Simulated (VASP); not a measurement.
K (relaxed from the fcc structure, space group Fm-3m): computed properties

Method: PBEsol GGA, VASP's PBE PAW potentials (set 64) (plane waves; VASP).

```
Property                                                                                                  Result
----------------------------------  ----------------------------------------------------------------------------
space group                                                                                          Fm-3m (225)
cell                                a = 6.5738 Å, b = 6.5738 Å, c = 6.5738 Å, α = 90.00°, β = 90.00°, γ = 90.00°
volume per atom                                                                                    71.02 Å³/atom
band gap (over mesh and band path)                                      none (metal, semimetal or under 0.01 eV)
density                                                                                               0.91 g/cm³
```

K has the cubic space group Fm-3m (No. 225), the fcc (Cu type) structure, Pearson symbol cF4. Conventional cell: a = b = c = 6.574 Å, α = β = γ = 90.00°. K on 4a has 12 K at 4.648 Å (cuboctahedral). (Neighbours: up to the widest gap in distance over summed covalent radii, below 1.35, at either atom.)
(The calculation used a cell of 1 atom; values per cell refer to that cell.)

The structure was generated: K was put into the fcc type (Fm-3m), which need not be its known phase. It was relaxed first. Symmetry was kept, so distortions that lower it aren't found.
